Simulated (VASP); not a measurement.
Here is the system:

```yaml
crystal:
  lattice:
    - [-2.94998, 2.94998, 1.59665]
    - [2.94998, -2.94998, 1.59665]
    - [2.94998, 2.94998, -1.59665]
  atoms:
    - { symbol: Sn, position: [0.25000, 0.75000, 0.50000] }
    - { symbol: Sn, position: [0.00000, 0.00000, 0.00000] }
```

Calculation: PBE GGA with D3 dispersion (zero damping), VASP's PBE PAW potentials (set 64) (plane waves; VASP 6.6.1). Run with 520 eV cut-off, 14×14×14 Γ-centred mesh, tetrahedra with Blöchl corrections, potentials Sn_d.

Unless said otherwise, spin-orbit coupling is left out, though it shifts the bands of the heavy elements here.

Question: What does the run give for the energy per atom (σ→0), band gap (on the k-mesh) with the smallest direct gap where there is one?

Answer: 
The band gap (on the k-mesh) comes out as none (metal, semimetal or under 0.01 eV) and the energy per atom (σ→0) is -4.002 eV/atom.

The compound is Sn in the beta structure. It was relaxed first.
